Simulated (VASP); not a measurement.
Level of theory: PBE GGA, VASP's PBE PAW potentials (set 64) (plane waves; VASP).

A VASP calculation is set up with these files.

**INCAR**
```
ALGO = Normal
EDIFF = 1E-03
ENCUT = 150
GGA = PE
ISIF = 2
ISMEAR = -1
LASPH = .TRUE.
LCHARG = .FALSE.
LMAXMIX = 4
LREAL = .FALSE.
LWAVE = .FALSE.
NELM = 100
PREC = Accurate
SIGMA = 0.2
SYSTEM = I
```

### KPOINTS
```
Automatic mesh
0
Gamma
2 2 2
0 0 0
```

**POSCAR**
```
I
1
    2.3950000000    -3.6350000000     0.0000000000
    2.3950000000     3.6350000000     0.0000000000
    0.0000000000     0.0000000000     9.7900000000
I
4
Direct
  0.8427600000   0.8386630000   0.8850020000
  0.6633590000   0.6602970000   0.3820250000
  0.3442770000   0.3501650000   0.6162250000
  0.1496040000   0.1508750000   0.1167470000
```

POTCAR, in this order: I (PBE.64 set). Program: vasp_std.

At this cut-off the stress carries a Pulay error, which pulls relaxed volumes low. Gaps are read on the run's mesh, which can miss a band edge. Unless said otherwise, spin-orbit coupling is left out, though it shifts the bands of the heavy elements here.

**Question.** Predict the energy per atom (σ→0), pressure, largest force, band gap (on the k-mesh).

**Answer.** 
```yaml
energy per atom (σ→0): -1.386 eV/atom
band gap (on the k-mesh): 1.14 eV
pressure: 1.21 GPa
largest_force: 0.474 eV/Å
```

**OSZICAR**
```
...
DAV:   3    -0.576330614666E+01   -0.53459E+01   -0.53324E+01   316   0.363E+01
DAV:   4    -0.583312526410E+01   -0.69819E-01   -0.69798E-01   352   0.495E+00
DAV:   5    -0.583416850953E+01   -0.10432E-02   -0.10432E-02   326   0.529E-01    0.118E+01
DAV:   6    -0.566333174498E+01    0.17084E+00   -0.14867E-01   304   0.203E+00    0.757E+00
DAV:   7    -0.561158088558E+01    0.51751E-01   -0.31216E-01   304   0.291E+00    0.586E-01
DAV:   8    -0.560694810167E+01    0.46328E-02   -0.28217E-02   294   0.895E-01    0.427E-01
DAV:   9    -0.560695903317E+01   -0.10931E-04   -0.60866E-04   170   0.147E-01
   1 F= -.56069590E+01 E0= -.55422321E+01  d E =-.129454E+00
```

The structure is a typed I crystal. The cell was not relaxed at this level, atoms are displaced from their ideal sites. The k-mesh is coarse (spacing up to 0.79 per Å, 2π included), so the numbers may not be converged in it. The run is one of a series of settings (EDIFF = 1E-03, ENCUT = 150, ISMEAR = -1, SIGMA = 0.2, KPOINTS 2×2×2 Γ-centred mesh against the base run), some of them coarse on purpose.
